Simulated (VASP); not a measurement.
Calculation: PBEsol GGA, VASP's PBE PAW potentials (set 64) (plane waves; VASP).

VASP input:

### KPOINTS
```
Automatic mesh
0
Gamma
8 8 8
0 0 0
```

POSCAR:
```
NaI
6.3960270
  0.0000000000   0.4999999671   0.4799999684
  0.4799999684   0.0000000000   0.4799999684
  0.4799999684   0.4999999671   0.0000000000
Na I
1 1
Cart
  0.0000000000   0.0000000000   0.0000000000
  0.4799999684   0.4999999671   0.4799999684
```

### INCAR
```
# general
SYSTEM   =  NaI
PREC     =  Accurate
ENCUT    =  480
LREAL    =  .False.   # projection in real space or not
LASPH    =  .True.

# electronic loop
EDIFF    =  1E-7   # SCF stop (eV)
NELM     =  100
ALGO     =  Normal
LMAXMIX  =  4   # l cut-off of mixed one-centre charges

# smearing
ISMEAR   =  0   # Gaussian
SIGMA    =  0.05

# functional
GGA      =  PS

# ions
ISIF     =  2

# output
LWAVE    =  .False.
LCHARG   =  .False.
```

POTCAR, in this order: Na_pv I (PBE.64 set). Program: vasp_std.

What VASP printed:

### OSZICAR
```
       N       E                     dE             d eps       ncg     rms          rms(c)
DAV:   1     0.767527246825E+02    0.76753E+02   -0.66156E+03  1298   0.111E+03
DAV:   2     0.337765585670E+00   -0.76415E+02   -0.72163E+02  1371   0.235E+02
DAV:   3    -0.552848651165E+01   -0.58663E+01   -0.58345E+01  1580   0.671E+01
DAV:   4    -0.568671827098E+01   -0.15823E+00   -0.15816E+00  1553   0.117E+01
DAV:   5    -0.569151052036E+01   -0.47922E-02   -0.47921E-02  1586   0.206E+00    0.156E+00
DAV:   6    -0.564055355241E+01    0.50957E-01   -0.67397E-02  1510   0.238E+00    0.105E+00
DAV:   7    -0.563115461436E+01    0.93989E-02   -0.52932E-02  1635   0.181E+00    0.508E-01
DAV:   8    -0.563182993988E+01   -0.67533E-03   -0.28497E-03  1394   0.653E-01    0.889E-02
DAV:   9    -0.563180398507E+01    0.25955E-04   -0.96395E-05  1529   0.143E-01    0.233E-02
DAV:  10    -0.563180775805E+01   -0.37730E-05   -0.17788E-05  1518   0.637E-02    0.567E-03
DAV:  11    -0.563180775942E+01   -0.13708E-08   -0.17622E-06  1463   0.179E-02    0.190E-03
DAV:  12    -0.563180779074E+01   -0.31315E-07   -0.25050E-07  1484   0.374E-03
   1 F= -.56318078E+01 E0= -.56318078E+01  d E =-.180538E-16
```

### OUTCAR
```
------------------------ aborting loop because EDIFF is reached ----------------------------------------
  FORCE on cell =-STRESS in cart. coord.  units (eV):
  Direction    XX          YY          ZZ          XY          YZ          ZX
  --------------------------------------------------------------------------------------
  Total        0.9328087      0.2810256      0.9328087      0.0000000      0.0000000      0.0000000
  in kB       24.7907631      7.4686701     24.7907631      0.0000000      0.0000000      0.0000000
  external PRESSURE =      19.0167321 kB  Pullay stress =       0.0000000 kB
  volume of cell :       60.29
      direct lattice vectors                 reciprocal lattice vectors
     0.000000000  3.198013289  3.070092758    -0.162861529  0.156347068  0.162861529
     3.070092758  0.000000000  3.070092758     0.162861529 -0.156347068  0.162861529
     3.070092758  3.198013289  0.000000000     0.162861529  0.156347068 -0.162861529
  FREE ENERGIE OF THE ION-ELECTRON SYSTEM (eV)
  ---------------------------------------------------
  free  energy   TOTEN  =        -5.6318077907 eV

  energy  without entropy=       -5.6318077907  energy(sigma->0) =       -5.63180779
```
(Selected blocks of OUTCAR.)

### OUTCAR
```
 val. band max:        1.6190034322   @ k =   0.0000   0.0000   0.0000

 cond. band min:       5.4335961739   @ k =   0.0000   0.0000   0.0000


 Fermi energy:         1.8870854583

 k-point     1 :       0.0000    0.0000    0.0000
  band No.  band energies     occupation
      1     -20.5513      2.00000
      2     -20.5513      2.00000
      3     -20.5508      2.00000
      4      -9.8055      2.00000
      5       1.5822      2.00000
      6       1.5822      2.00000
      7       1.6190      2.00000
      8       5.4336      0.00000
      9       9.2359      0.00000
     10       9.5263      0.00000
     11       9.5263      0.00000

 k-point     2 :       0.1250    0.0000   -0.0000
  band No.  band energies     occupation
      1     -20.5527      2.00000
      2     -20.5512      2.00000
      3     -20.5511      2.00000
      4      -9.7452      2.00000
      5       1.0202      2.00000
      6       1.5333      2.00000
      7       1.5384      2.00000
      8       6.0152      0.00000
      9       9.0427      0.00000
     10       9.5045      0.00000
     11       9.7183      0.00000

 k-point     3 :       0.2500    0.0000   -0.0000
  band No.  band energies     occupation
      1     -20.5564      2.00000
      2     -20.5514      2.00000
      3     -20.5513      2.00000
      4      -9.5921      2.00000
      5       0.0060      2.00000
      6       1.3802      2.00000
      7       1.4210      2.00000
      8       6.6610      0.00000
      9       9.2478      0.00000
     10       9.4152      0.00000
     11       9.7507      0.00000

 k-point     4 :       0.3750    0.0000   -0.0000
  band No.  band energies     occupation
      1     -20.5601      2.00000
      2     -20.5517      2.00000
      3     -20.5513      2.00000
      4      -9.4269      2.00000
      5      -0.7877      2.00000
      6       1.2347      2.00000
      7       1.3161      2.00000
      8       6.6279      0.00000
      9       9.0352      0.00000
...
```

Unless said otherwise, spin-orbit coupling is left out, though it shifts the bands of the heavy elements here.

The compound is NaI in the rock salt structure. This cell was strained or had an atom moved on purpose.
